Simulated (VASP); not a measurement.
Data:

```xyz
2
Lattice="0.0000 2.1676 2.1676 2.1676 0.0000 2.1676 2.1676 2.1676 0.0000" Properties=species:S:1:pos:R:3 pbc="T T T"
Si     0.0000     0.0000     0.0000
C      1.0838     1.0838     1.0838
```

Level of theory: PBE GGA, VASP's PBE PAW potentials (set 64) (plane waves; VASP). Settings: 520 eV cut-off, 10×10×10 Γ-centred mesh, Gaussian smearing of 0.050 eV, potentials Si C.

Task: Give the stress tensor in GPa (positive for a compressed cell).

Result: 
```
6.86  0.00  0.00
0.00  6.86  0.00
0.00  0.00  6.86
```
The pressure is its mean diagonal, 6.86 GPa.

The compound is SiC in the zinc blende structure. This cell is one point of a volume scan, at 0.97 of the reference volume.
